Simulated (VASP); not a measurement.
Crystal: Ti2SiTe2.

```
Ti Si Te
1.0
     7.52110    0.16808   -0.15275
    -1.80749    3.23977    0.04509
    -0.21738    0.02268   10.57772
Ti Si Te
4 2 4
Direct
  0.16338 0.65590 0.84106
  0.66049 0.66193 0.85194
  0.19474 0.73571 0.15952
  0.67775 0.70236 0.14884
  0.01896 0.95779 0.98686
  0.49767 0.02143 0.99060
  0.33789 0.31142 0.69148
  0.83996 0.38707 0.68695
  0.35930 0.37307 0.30342
  0.85018 0.33266 0.31459
```

The cell was built by a generator and needn't be a form met in nature.

| Item | Value |
| --- | --- |
| Program | VASP 6.6.1 |
| Task | relaxation of cell and atoms |
| Functional | PBE |
| Potentials or basis | VASP PAW PBE potentials, release 64 (Ti_sv, Si, Te) |
| Cutoff | 520 eV |
| k mesh | 7 × 7 × 2 |
| Occupations | gaussian, width 0.15 eV |
| Spin | no spin polarisation |

At the start: pressure -1.2 GPa; volume 26.08 Å³/atom.

Where does the relaxation end?

Over 14 steps the energy falls by 92.7 meV/atom and the volume is 24.83 Å³/atom (-4.8 %); space group Cm (No. 8, to 0.05 Å).

The path:
```csv
step,energy change (eV),largest force (eV/Å),pressure (GPa),volume (Å³)
1,0.0000,1.9664,-1.17,260.85
2,-0.5444,1.1928,-0.75,253.70
3,-0.6805,0.9161,0.18,248.14
4,-0.8342,0.4576,0.09,247.12
5,-0.8509,0.4200,0.14,246.65
6,-0.8916,0.2463,0.00,247.48
7,-0.8995,0.2349,-0.08,247.99
8,-0.9126,0.1297,0.03,247.60
9,-0.9167,0.1272,0.16,247.23
10,-0.9232,0.0849,-0.15,248.45
11,-0.9238,0.0941,-0.26,248.91
12,-0.9237,0.1041,0.36,247.15
13,-0.9258,0.0543,0.07,248.04
14,-0.9266,0.0298,-0.03,248.34
```

Final structure:
```xyz
10
Lattice="7.3694 -0.0462 -0.0810 -1.8621 3.2261 0.0009 -0.1154 -0.0638 10.4854" Properties=species:S:1:pos:R:3 pbc="T T T"
Ti   -0.0986    2.1174    8.9058
Ti    3.5872    2.0898    8.8655
Ti    0.0513    2.1914    1.5005
Ti    3.7341    2.1777    1.4610
Si   -0.0590   -0.0173   10.4566
Si    3.6251   -0.0359   10.4180
Te    1.7306    1.0222    7.1611
Te    5.4170    0.9961    7.1216
Te    1.9172    1.1161    3.2165
Te    5.5991    1.1021    3.1782
```
